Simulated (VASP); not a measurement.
# LiH (space group Fm-3m): computed properties

All values below come from PBEsol GGA, VASP's PBE PAW potentials (set 64) (plane waves; VASP 6.6.1).

```json
{
 "space_group": "Fm-3m (225)",
 "cell": "a = 3.9803 Å, b = 3.9803 Å, c = 3.9803 Å, α = 90.00°, β = 90.00°, γ = 90.00°",
 "volume_per_atom": "7.88 Å³/atom",
 "band gap (over mesh and band path)": "2.73 eV",
 "smallest direct gap (over mesh and band path)": "2.73 eV",
 "band_edge_character": "direct, X to X",
 "density": "0.84 g/cm³"
}
```

```cif
data_H4Li4
_chemical_formula_sum 'Li4 H4'
_space_group_name_H-M_alt 'Fm-3m'
_space_group_IT_number 225
_space_group_name_Hall '-F 4 2 3'
_cell_length_a 3.98034
_cell_length_b 3.98034
_cell_length_c 3.98034
_cell_angle_alpha 90.000
_cell_angle_beta 90.000
_cell_angle_gamma 90.000
loop_
_atom_site_label
_atom_site_type_symbol
_atom_site_symmetry_multiplicity
_atom_site_Wyckoff_symbol
_atom_site_fract_x
_atom_site_fract_y
_atom_site_fract_z
_atom_site_occupancy
Li1 Li 4 a 0.00000 0.00000 0.00000 1
H1 H 4 b 0.50000 0.50000 0.50000 1
```
(The calculation used a cell of 2 atoms; values per cell refer to that cell.)

The structure comes from a measured LiH entry (Fm-3m) of the Crystallography Open Database, whose conditions weren't checked. It was relaxed first, which changed the volume by -7 %. Symmetry was kept, so distortions that lower it aren't found.
